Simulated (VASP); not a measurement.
A run of VASP 6.6.1 is set up as follows.

File INCAR:

```
SYSTEM = MgC2
PREC = Accurate
ENCUT = 520
EDIFF = 1E-6
ISMEAR = 0
SIGMA = 0.1
LREAL = .FALSE.
LASPH = .TRUE.
NELM = 100
ALGO = Normal
ISIF = 2
LWAVE = .FALSE.
LCHARG = .FALSE.
GGA = PS
```

Contents of KPOINTS:

```
regular mesh
0
G
  7 7 6
  0 0 0
```

Contents of POSCAR:

```
MgC2
3.9508
    0.999994178394      0.000000000000      0.000000000000
    0.000000000000      0.999994178394      0.000000000000
    0.000000000000      0.000000000000      1.262298521818
Mg C
2 4
Direct
    0.0000000000      0.0000000000      0.5000000000
    0.5000000000      0.5000000000      0.0000000000
    0.3876550000      0.6123450000      0.5000000000
    0.1123450000      0.1123450000      0.0000000000
    0.6123450000      0.3876550000      0.5000000000
    0.8876550000      0.8876550000      0.0000000000
```

Potentials or basis: VASP PAW PBE potentials, release 64 (Mg_pv, C).

The run is started by

```bash
$ cat potpaw_PBE.64/Mg_pv/POTCAR potpaw_PBE.64/C/POTCAR > POTCAR
$ mpirun -np 1 vasp_std > vasp.out
```

**Question.** Estimate the band gap on the k mesh.

**Answer.** 2.46 eV, indirect (least direct gap 2.86 eV).

**Question.** Predict the pressure.

**Answer.** -2.1 GPa.

**Question.** Predict the largest force.

**Answer.** 0.087 eV/Å.

Stress tensor (GPa, compression positive):
```
-2.00  0.00  0.00
 0.00 -2.00  0.00
 0.00  0.00 -2.15
```

Caveat: the standard files for N, O and F lose accuracy on very short bonds; the PAW data sets were made with another functional, which shifts forces and pressure a little; an odd mesh through Γ misses points on the zone boundary, where band edges often lie. Expect the measured gap to be larger: semilocal functionals such as PBEsol lack the derivative discontinuity.
